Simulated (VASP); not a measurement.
Calculation: LDA (Ceperley-Alder, Perdew-Zunger), VASP's LDA PAW potentials (set 64) (plane waves; VASP).

Input for VASP

INCAR:
```
# general
SYSTEM = SiS2
PREC   = Accurate
ENCUT  = 210
LREAL  = .FALSE.
LASPH  = .TRUE.

# electronic loop
EDIFF  = 1E-04
NELM   = 100
ALGO   = Normal

# smearing
ISMEAR = -1
SIGMA  = 0.5

# ions
ISIF   = 2

# output
LWAVE  = .FALSE.
LCHARG = .FALSE.
```

File POSCAR:
```
SiS2
1
   -2.9425330000     5.0263370000     2.8398300000
    2.9425330000    -5.0263370000     2.8398300000
    2.9425330000     5.0263370000    -2.8398300000
Si S
2 4
Direct
  0.7500000000   0.7500000000   0.0000000000
  0.2500000000   0.2500000000   0.0000000000
  0.8847500000   0.7985600000   0.6833100000
  0.1152500000   0.2014400000   0.3166900000
  0.6152500000   0.2985600000   0.9138100000
  0.3847500000   0.7014400000   0.0861900000
```

### KPOINTS
```
Automatic mesh
0
Gamma
4 4 4
0 0 0
```

POTCAR, in this order: Si S (LDA.64 set). Program: vasp_std.

Q: What will the output report for the number of irreducible k-points (NKPTS), largest plane-wave count, number of space-group operations, FFT grid (NGX, NGY, NGZ)?

A: 
* **number of irreducible k-points (NKPTS)**: 18
* **largest plane-wave count**: 1187
* **number of space-group operations**: 8
* **FFT grid (NGX, NGY, NGZ)**: 32 × 32 × 32

The structure comes from a computed database's SiS2 entry; how it stands against other phases isn't given here. The cell was not relaxed at this level. The run is one of a series of settings (EDIFF = 1E-04, ENCUT = 210, GGA removed, SIGMA = 0.5, POTCAR Si S (LDA.64 set) against the base run), some of them coarse on purpose.
